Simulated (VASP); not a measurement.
Method: r2SCAN meta-GGA, VASP's PBE PAW potentials (set 64) (plane waves; VASP).

Input for VASP

File KPOINTS:
```
Automatic mesh
0
Gamma
18 18 18
0 0 0
```

INCAR:
```
# general
SYSTEM  = Be
PREC    = Accurate
ENCUT   = 530   # plane-wave cut-off (eV)
LREAL   = .FALSE.   # projection in real space or not
LASPH   = .TRUE.   # aspherical one-centre terms

# electronic loop
EDIFF   = 1E-7
NELM    = 100
ALGO    = Normal   # blocked Davidson
LMIXTAU = .TRUE.

# smearing
ISMEAR  = 1   # Methfessel-Paxton
SIGMA   = 0.1   # width (eV)

# functional
METAGGA = R2SCAN

# ions
IBRION  = 6
NSW     = 1   # most ionic steps
ISIF    = 3   # ions, shape and volume
POTIM   = 0.015   # step
NFREE   = 2

# output
LWAVE   = .FALSE.
LCHARG  = .FALSE.
```

File POSCAR:
```
Be
2.5013950
 -0.5000000569   0.5000000569   0.5000000569
  0.5000000569  -0.5000000569   0.5000000569
  0.5000000569   0.5000000569  -0.5000000569
Be
1
direct
  0.0000000000   0.0000000000   0.0000000000
```

POTCAR, in this order: Be (PBE.64 set). Program: vasp_std.

The run wrote:

OUTCAR:
```
 ion  position               nearest neighbor table
   1  0.000  0.000  0.000-
  LATTYP: Found a body centered cubic cell.
 ALAT       =     2.5013952848
 Subroutine PRICEL returns:
 Original cell was already a primitive cell.
 Subroutine GETGRP returns: Found 48 space group operations
The static configuration has the point symmetry O_h .
The dynamic configuration has the point symmetry O_h .
 Subroutine INISYM returns: Found 48 space group operations
 Subroutine IBZKPT returns following result:
 Found    195 irreducible k-points:

 Following reciprocal coordinates:
            Coordinates               Weight
  0.000000  0.000000  0.000000      1.000000
  0.055556  0.000000  0.000000     12.000000
  0.111111  0.000000  0.000000     12.000000
  0.166667  0.000000  0.000000     12.000000
  0.222222  0.000000  0.000000     12.000000
  0.277778  0.000000  0.000000     12.000000
  0.333333  0.000000  0.000000     12.000000
  0.388889  0.000000  0.000000     12.000000
  0.444444  0.000000  0.000000     12.000000
  0.500000  0.000000  0.000000      6.000000
  0.055556  0.055556  0.000000     24.000000
  0.111111  0.055556 -0.000000     48.000000
  0.166667  0.055556  0.000000     48.000000
  0.222222  0.055556  0.000000     48.000000
  0.277778  0.055556  0.000000     48.000000
  0.333333  0.055556  0.000000     48.000000
  0.388889  0.055556  0.000000     48.000000
  0.444444  0.055556  0.000000     48.000000
  0.111111  0.111111  0.000000     24.000000
  0.166667  0.111111  0.000000     48.000000
  0.222222  0.111111  0.000000     48.000000
  0.277778  0.111111 -0.000000     48.000000
  0.333333  0.111111 -0.000000     48.000000
  0.388889  0.111111 -0.000000     48.000000
  0.444444  0.111111  0.000000     24.000000
...
```

### OSZICAR
```
...
DAV:   9    -0.424036416569E+01    0.52689E-07   -0.77425E-11  2935   0.106E-04
   6 F= -.42403642E+01 E0= -.42402797E+01  d E =-.253511E-03
       N       E                     dE             d eps       ncg     rms          rms(c)
DAV:   1    -0.424032667314E+01    0.37545E-04   -0.39730E-02  6730   0.144E+00    0.645E-02
DAV:   2    -0.424043963782E+01   -0.11296E-03   -0.29891E-04  5735   0.154E-01    0.421E-02
DAV:   3    -0.424060514599E+01   -0.16551E-03   -0.30775E-04  5395   0.147E-01    0.591E-03
DAV:   4    -0.424037578805E+01    0.22936E-03   -0.20771E-04  5225   0.112E-01    0.133E-03
DAV:   5    -0.424037452886E+01    0.12592E-05   -0.69274E-07  6410   0.646E-03    0.666E-04
DAV:   6    -0.424037360671E+01    0.92214E-06   -0.58681E-07  5390   0.691E-03    0.186E-04
DAV:   7    -0.424037415304E+01   -0.54632E-06   -0.34190E-08  5195   0.182E-03    0.217E-05
DAV:   8    -0.424037408873E+01    0.64304E-07   -0.27727E-10  2995   0.143E-04
   7 F= -.42403741E+01 E0= -.42403369E+01  d E =-.111543E-03
       N       E                     dE             d eps       ncg     rms          rms(c)
DAV:   1    -0.424052051246E+01   -0.14636E-03   -0.24930E-02 22645   0.104E+00    0.445E-02
DAV:   2    -0.424055239408E+01   -0.31882E-04   -0.13103E-04 18735   0.105E-01    0.284E-02
DAV:   3    -0.424055738482E+01   -0.49907E-05   -0.91305E-05 18720   0.789E-02    0.303E-03
DAV:   4    -0.424052169499E+01    0.35690E-04   -0.60355E-05 17420   0.597E-02    0.710E-04
DAV:   5    -0.424052066576E+01    0.10292E-05   -0.24054E-07 20830   0.361E-03    0.334E-04
DAV:   6    -0.424052140369E+01   -0.73793E-06   -0.13364E-07 18035   0.323E-03    0.119E-04
DAV:   7    -0.424052095823E+01    0.44546E-06   -0.13994E-08 11895   0.112E-03    0.147E-05
DAV:   8    -0.424052101815E+01   -0.59917E-07   -0.19663E-10  9610   0.125E-04
   8 F= -.42405210E+01 E0= -.42405032E+01  d E =-.534714E-04
       N       E                     dE             d eps       ncg     rms          rms(c)
DAV:   1    -0.424053933994E+01   -0.18382E-04   -0.24526E-02 22280   0.834E-01    0.638E-02
DAV:   2    -0.424053108187E+01    0.82581E-05   -0.68563E-05 18700   0.711E-02    0.391E-02
DAV:   3    -0.424051483608E+01    0.16246E-04   -0.15873E-05 20195   0.376E-02    0.151E-03
DAV:   4    -0.424052095857E+01   -0.61225E-05   -0.51469E-06 17095   0.210E-02    0.421E-04
DAV:   5    -0.424052096188E+01   -0.33116E-08   -0.26428E-07 19900   0.479E-03
   9 F= -.42405210E+01 E0= -.42405031E+01  d E =-.536729E-04
       N       E                     dE             d eps       ncg     rms          rms(c)
DAV:   1    -0.424073198689E+01   -0.21103E-03   -0.25288E-02 22350   0.837E-01    0.447E-02
DAV:   2    -0.424052636590E+01    0.20562E-03   -0.64831E-05 18535   0.687E-02    0.277E-02
DAV:   3    -0.424074829454E+01   -0.22193E-03   -0.92536E-06 21175   0.284E-02    0.781E-04
DAV:   4    -0.424039725238E+01    0.35104E-03   -0.52797E-06 17435   0.202E-02    0.546E-04
DAV:   5    -0.424048261926E+01   -0.85367E-04   -0.24313E-07 20215   0.448E-03    0.270E-04
DAV:   6    -0.424050535127E+01   -0.22732E-04   -0.10750E-07 17480   0.325E-03    0.587E-05
DAV:   7    -0.424051843877E+01   -0.13088E-04   -0.49979E-09 10935   0.517E-04    0.124E-05
DAV:   8    -0.424051962889E+01   -0.11901E-05   -0.29412E-10  9425   0.155E-04    0.533E-06
DAV:   9    -0.424052050236E+01   -0.87347E-06   -0.19112E-11  9155   0.398E-05    0.242E-06
DAV:  10    -0.424052107547E+01   -0.57311E-06   -0.72177E-12  8475   0.166E-05    0.380E-07
DAV:  11    -0.424052102064E+01    0.54828E-07   -0.18013E-13  8315   0.404E-06
  10 F= -.42405210E+01 E0= -.42405032E+01  d E =-.534710E-04
       N       E                     dE             d eps       ncg     rms          rms(c)
DAV:   1    -0.424053956954E+01   -0.18494E-04   -0.25169E-02 22165   0.865E-01    0.638E-02
DAV:   2    -0.424053060613E+01    0.89634E-05   -0.67136E-05 18965   0.717E-02    0.391E-02
DAV:   3    -0.424051604232E+01    0.14564E-04   -0.15881E-05 19960   0.377E-02    0.147E-03
DAV:   4    -0.424052096244E+01   -0.49201E-05   -0.38890E-06 17105   0.182E-02    0.276E-04
DAV:   5    -0.424052100231E+01   -0.39874E-07   -0.42905E-08 21620   0.194E-03
  11 F= -.42405210E+01 E0= -.42405031E+01  d E =-.536510E-04
       N       E                     dE             d eps       ncg     rms          rms(c)
DAV:   1    -0.424032482843E+01    0.19613E-03   -0.20108E-02 22105   0.770E-01    0.445E-02
DAV:   2    -0.424052930092E+01   -0.20447E-03   -0.56767E-05 18850   0.632E-02    0.277E-02
DAV:   3    -0.424027991680E+01    0.24938E-03   -0.70825E-06 20445   0.254E-02    0.576E-04
DAV:   4    -0.424061456000E+01   -0.33464E-03   -0.33641E-06 17420   0.168E-02    0.397E-04
DAV:   5    -0.424053980399E+01    0.74756E-04   -0.13440E-07 19935   0.337E-03    0.180E-04
DAV:   6    -0.424053362596E+01    0.61780E-05   -0.41895E-08 17580   0.213E-03    0.460E-05
DAV:   7    -0.424052540776E+01    0.82182E-05   -0.32478E-09 10205   0.450E-04    0.138E-05
DAV:   8    -0.424052143854E+01    0.39692E-05   -0.25648E-10  9320   0.114E-04    0.252E-06
DAV:   9    -0.424052150226E+01   -0.63722E-07   -0.63730E-12  8775   0.260E-05
  12 F= -.42405215E+01 E0= -.42405037E+01  d E =-.534684E-04
       N       E                     dE             d eps       ncg     rms          rms(c)
DAV:   1    -0.424053807183E+01   -0.16633E-04   -0.27102E-02 22680   0.879E-01    0.638E-02
DAV:   2    -0.424053077381E+01    0.72980E-05   -0.80657E-05 18440   0.756E-02    0.391E-02
DAV:   3    -0.424051622275E+01    0.14551E-04   -0.15741E-05 20885   0.375E-02    0.142E-03
DAV:   4    -0.424052024832E+01   -0.40256E-05   -0.63143E-06 17130   0.233E-02    0.614E-04
DAV:   5    -0.424052097491E+01   -0.72659E-06   -0.62543E-07 19250   0.737E-03    0.189E-04
DAV:   6    -0.424052103451E+01   -0.59601E-07   -0.38687E-08 14855   0.132E-03
  13 F= -.42405210E+01 E0= -.42405032E+01  d E =-.533623E-04
       N       E                     dE             d eps       ncg     rms          rms(c)
DAV:   1    -0.424136676354E+01   -0.84579E-03   -0.55629E-02  2660   0.146E+00    0.322E-02
DAV:   2    -0.424153193062E+01   -0.16517E-03   -0.15285E-04  2475   0.131E-01    0.202E-02
DAV:   3    -0.424125637138E+01    0.27556E-03   -0.46270E-05  3025   0.486E-02    0.313E-04
DAV:   4    -0.424149982853E+01   -0.24346E-03   -0.23958E-05  2335   0.352E-02    0.205E-04
DAV:   5    -0.424148024049E+01    0.19588E-04   -0.22703E-07  2835   0.438E-03    0.107E-04
DAV:   6    -0.424149629051E+01   -0.16050E-04   -0.62521E-08  2110   0.258E-03    0.283E-05
DAV:   7    -0.424149276950E+01    0.35210E-05   -0.17220E-08  1510   0.132E-03    0.205E-06
DAV:   8    -0.424149256905E+01    0.20045E-06   -0.40911E-10  1275   0.215E-04    0.871E-07
DAV:   9    -0.424149271360E+01   -0.14455E-06   -0.35787E-11  1255   0.535E-05    0.437E-07
DAV:  10    -0.424149266233E+01    0.51271E-07   -0.18608E-12  1160   0.121E-05
  14 F= -.42414927E+01 E0= -.42413964E+01  d E =-.288925E-03
       N       E                     dE             d eps       ncg     rms          rms(c)
DAV:   1    -0.424139133710E+01    0.10138E-03   -0.17273E-01  1970   0.259E+00    0.176E-02
DAV:   2    -0.424150746865E+01   -0.11613E-03   -0.39206E-04  2435   0.233E-01    0.109E-02
DAV:   3    -0.424130823728E+01    0.19923E-03   -0.14741E-04  2365   0.826E-02    0.469E-04
DAV:   4    -0.424149521651E+01   -0.18698E-03   -0.71348E-05  2235   0.598E-02    0.282E-04
DAV:   5    -0.424149192037E+01    0.32961E-05   -0.63084E-07  2710   0.788E-03    0.174E-04
DAV:   6    -0.424149286805E+01   -0.94769E-06   -0.15818E-07  2015   0.424E-03    0.440E-05
DAV:   7    -0.424149269941E+01    0.16864E-06   -0.70052E-08  2075   0.269E-03    0.129E-06
DAV:   8    -0.424149265375E+01    0.45667E-07   -0.29973E-10  1090   0.150E-04
  15 F= -.42414927E+01 E0= -.42413963E+01  d E =-.288925E-03
```

### OUTCAR
```
------------------------ aborting loop because EDIFF is reached ----------------------------------------
  FORCE on cell =-STRESS in cart. coord.  units (eV):
  Direction    XX          YY          ZZ          XY          YZ          ZX
  --------------------------------------------------------------------------------------
  Total       -0.0002430     -0.0002430     -0.0002430     -0.0000000      0.0000000      0.0000000
  in kB       -0.0497500     -0.0497500     -0.0497500     -0.0000000      0.0000000      0.0000000
  external PRESSURE =      -0.0497500 kB  Pullay stress =       0.0000000 kB
  volume of cell :        7.83
      direct lattice vectors                 reciprocal lattice vectors
    -1.250697642  1.250697642  1.250697642     0.000000000  0.399776879  0.399776879
     1.250697642 -1.250697642  1.250697642     0.399776879  0.000000000  0.399776879
     1.250697642  1.250697642 -1.250697642     0.399776879  0.399776879  0.000000000
 POSITION                                       TOTAL-FORCE (eV/Angst)
 -----------------------------------------------------------------------------------
     -0.01500      0.00000      0.00000         0.000000      0.000000     -0.000000
 -----------------------------------------------------------------------------------
    total drift:                                0.000031     -0.000000     -0.000000
  FREE ENERGIE OF THE ION-ELECTRON SYSTEM (eV)
  ---------------------------------------------------
  free  energy   TOTEN  =        -4.2414926537 eV

  energy  without entropy=       -4.2412037288  energy(sigma->0) =       -4.24139635

   1 f  =    0.000000 THz     0.000000 2PiTHz    0.000000 cm-1     0.000000 meV
             X         Y         Z           dx          dy          dz
      0.000000  0.000000  0.000000     1.000000    0.000000    0.000000

   2 f  =    0.000000 THz     0.000000 2PiTHz    0.000000 cm-1     0.000000 meV
             X         Y         Z           dx          dy          dz
      0.000000  0.000000  0.000000     0.000000    1.000000    0.000000

   3 f  =    0.000000 THz     0.000000 2PiTHz    0.000000 cm-1     0.000000 meV
             X         Y         Z           dx          dy          dz
      0.000000  0.000000  0.000000     0.000000    0.000000    1.000000

 ELASTIC MODULI CONTR FROM IONIC RELAXATION (kBar)
 Direction    XX          YY          ZZ          XY          YZ          ZX
 --------------------------------------------------------------------------------
 XX           0.0000      0.0000      0.0000      0.0000      0.0000      0.0000
 YY           0.0000      0.0000      0.0000      0.0000      0.0000      0.0000
 ZZ           0.0000      0.0000      0.0000      0.0000      0.0000      0.0000
 XY           0.0000      0.0000      0.0000      0.0000      0.0000      0.0000
 YZ           0.0000      0.0000      0.0000      0.0000      0.0000      0.0000
 ZX           0.0000      0.0000      0.0000      0.0000      0.0000      0.0000
 --------------------------------------------------------------------------------

 TOTAL ELASTIC MODULI (kBar)
 Direction    XX          YY          ZZ          XY          YZ          ZX
 --------------------------------------------------------------------------------
 XX        2014.0804    882.4390    882.4390     -0.0000      0.0000      0.0000
 YY         882.4390   2014.0804    882.4390      0.0000      0.0000      0.0000
 ZZ         882.4390    882.4390   2014.0804     -0.0000     -0.0000     -0.0000
 XY          -0.0000      0.0000     -0.0000   1837.0174      0.0000     -0.0000
 YZ           0.0000      0.0000     -0.0000      0.0000   1837.0174      0.0000
 ZX           0.0000      0.0000     -0.0000     -0.0000      0.0000   1837.0174
 --------------------------------------------------------------------------------
```
(Selected blocks of OUTCAR.)

Finite-difference elastic constants of metals are sensitive to mesh and smearing; shear constants can be off by tens of GPa.

The structure was generated: Be was put into the bcc type (Im-3m), which need not be its known phase. It was relaxed first.
